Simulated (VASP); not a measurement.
Wanted: the native input for a VASP 6.6.1 run.

* Task: single point
* Functional: PBE
* Dispersion: D3(BJ)
* Potentials or basis: VASP PAW PBE potentials, release 64 (C, Mg)
* Cutoff: 520 eV
* k mesh: 2 × 2 × 1
* Occupations: fermi-dirac, width 0.05 eV
* Spin: no spin polarisation
* Dipole correction: no
* Further INCAR settings: LREAL = Auto; ALGO = Normal; EDIFF = 1e-06; NBANDS = 52

The structure of MgC18 lies in POSCAR:

```
MgC18
1.0
    7.3980000000      0.0000000000      0.0000000000
   -3.6990000000      6.4068560000      0.0000000000
    0.0000000000      0.0000000000     11.0000000000
C Mg
18 1
Direct
    0.0007381760      0.0002906262      0.0846743636
    0.2246709100      0.1122569323      0.0843287273
    0.0021099554      0.3349592999      0.0847026364
    0.2234251766      0.4456697638      0.0846280000
    0.0021109211      0.6669961054      0.0847011818
    0.2234239292      0.7775988722      0.0846189091
    0.3353876936      0.0015328891      0.0842591818
    0.5568335227      0.1122458504      0.0841395455
    0.3353896953      0.3337001799      0.0842705455
    0.5568318501      0.4444309346      0.0841501818
    0.3341324466      0.6669875209      0.0847268182
    0.5580883147      0.7789652210      0.0846957273
    0.6688069728      0.0002895336      0.0845240909
    0.8901259982      0.1109962515      0.0847168182
    0.6675704743      0.3337070476      0.0840873636
    0.8914968747      0.4456696077      0.0844832727
    0.6688056575      0.6683615177      0.0845325455
    0.8901268682      0.7789747421      0.0847183636
    0.4634121505      1.2308364664      0.3826781818
```

The cell was built by a generator and needn't be a form met in nature.

These files were run (other wordings do the same):

INCAR

```
ALGO = Normal
EDIFF = 1E-6
ENCUT = 520
GGA = PE
ISIF = 2
ISMEAR = -1
IVDW = 12
LASPH = True
LCHARG = False
LREAL = Auto
LWAVE = False
NBANDS = 52
NELM = 100
PREC = Accurate
SIGMA = 0.05
```

KPOINTS

```
k-points
0
Gamma
  2 2 1
```

Potentials or basis: VASP PAW PBE potentials, release 64 (C, Mg).

Run with:

```console
$ cat potpaw_PBE.64/C/POTCAR potpaw_PBE.64/Mg/POTCAR > POTCAR
$ mpirun -np 1 vasp_std > vasp.out
```

Results of the run:

The largest force is 0.016 eV/Å and the band gap on the k mesh is 0.15 eV, direct. The dispersion energy per atom is -0.100 eV.

Caveat: the k mesh is coarse (spacing up to 0.49 Å⁻¹), so the values aren't converged.

Run time: 2.2 min on 1 thread of Intel(R) Xeon(R) Platinum 8488C (Sapphire Rapids), on a shared host, peak memory 0.54 GiB.
